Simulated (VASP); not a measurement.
Here is the system:

```yaml
crystal:
  lattice:
    - [3.09393, 0.00000, 0.00000]
    - [0.00000, 3.09393, 0.00000]
    - [0.00000, 0.00000, 3.09393]
  atoms:
    - { symbol: Zn, position: [0.50000, 0.50000, 0.50000] }
    - { symbol: Au, position: [0.00000, 0.00000, 0.00000] }
```

The numbers are results of AM05 GGA, VASP's PBE PAW potentials (set 64) (plane waves; VASP 6.6.1), not measurements. Numerical set-up: 520 eV cut-off, 12×12×12 Γ-centred mesh, first-order Methfessel-Paxton smearing of 0.10 eV, potentials Zn Au.

### Question
Give the stress tensor in GPa (positive for a compressed cell).

### Answer

```
4.76  0.00  0.00
0.00  4.76  0.00
0.00  0.00  4.76
```
The pressure is its mean diagonal, 4.76 GPa.

The compound is AuZn in the CsCl type structure. This cell is one point of a volume scan, at 0.97 of the reference volume. The electron count is odd and the run is not spin-polarised, which forces a metal.
